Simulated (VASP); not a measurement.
Here is the system:

```
CELL_PARAMETERS angstrom
     -1.74368     1.74368     5.94246
      1.74368    -1.74368     5.94246
      1.74368     1.74368    -5.94246
ATOMIC_POSITIONS crystal
  Ta 0.49997 0.99997 0.50000
  Ta 0.74997 0.74997 0.00000
  As 0.08263 0.58263 0.50000
  As 0.33263 0.33263 0.00000
```

All values below come from PBE GGA, VASP's PBE PAW potentials (set 64) (plane waves; VASP). Numerical set-up: 300 eV cut-off, 8×8×8 Γ-centred mesh, Fermi-Dirac smearing of 0.14 eV, potentials Ta_pv As.

At this cut-off the stress carries a Pulay error, which pulls relaxed volumes low. Energy and stress use the plane-wave basis of the starting cell.

Question: The ions, cell shape and volume are relaxed. What does this cell relax into?

Answer: 
```
CELL_PARAMETERS angstrom
     -1.73238     1.73238     5.87222
      1.73238    -1.73238     5.87222
      1.73238     1.73238    -5.87222
ATOMIC_POSITIONS crystal
  Ta 0.50019 0.00019 0.50000
  Ta 0.75019 0.75019 0.00000
  As 0.08241 0.58241 0.50000
  As 0.33241 0.33241 0.00000
```
Space group I4_1md (109), at a tolerance of 0.03 Å.

Question: How do energy and volume change from the first to the last step?

Answer: The energy (σ→0) changes by -6.3 meV/atom and the volume by -2.5 %, in 8 ionic steps.

The structure comes from a computed database's TaAs entry; how it stands against other phases isn't given here. This run relaxes it. Symmetry was kept, so distortions that lower it aren't found. The k-mesh is coarse (spacing up to 0.32 per Å, 2π included), so the numbers may not be converged in it. The run is one of a series of settings (EDIFFG = -0.01, IBRION = 2, ISIF = 3, NSW = 50 against the base run), some of them coarse on purpose.
